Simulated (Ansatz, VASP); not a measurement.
Te2I3 in VASP and in Ansatz

```
Te I
1.0
     8.44006    0.00000    0.00000
    -4.22003    7.30931    0.00000
     0.00000    0.00000    4.27506
Te I
2 3
Direct
  0.33333 0.66667 0.50000
  0.66667 0.33333 0.50000
  0.50000 0.00000 0.00000
  0.00000 0.50000 0.00000
  0.50000 0.50000 0.00000
```

Alike in both runs: functional PBE; k mesh 6 × 6 × 6; occupations gaussian, width 0.1 eV; no spin polarisation.

Ansatz relaxed the structure, and its values are those at the end. VASP's run is a single point on that final structure, the one shown.

```csv
,VASP,Ansatz
version,VASP 6.6.1,Ansatz 0.2.0
potentials or method,"VASP PAW PBE potentials, release 64 (Te, I)","scalar-relativistic, plane waves, PAW"
plane-wave cutoff (eV),520,420
valence electrons in the cell,33,83
```

```tsv
	VASP	Ansatz	Ansatz less VASP
gap on the k mesh at the Fermi level (eV)	none	none	-
pressure (GPa)	0.0	0.0	+0.03
```

A gap of «none» marks a metal or a gap that the smearing closes. The two sets of potentials don't hold the same shells in valence.

Caveats: an odd number of electrons without spin polarisation forces a metal; a magnetic or distorted state may lie lower. The runs have no spin-orbit coupling, so splittings on I, Te are missing.
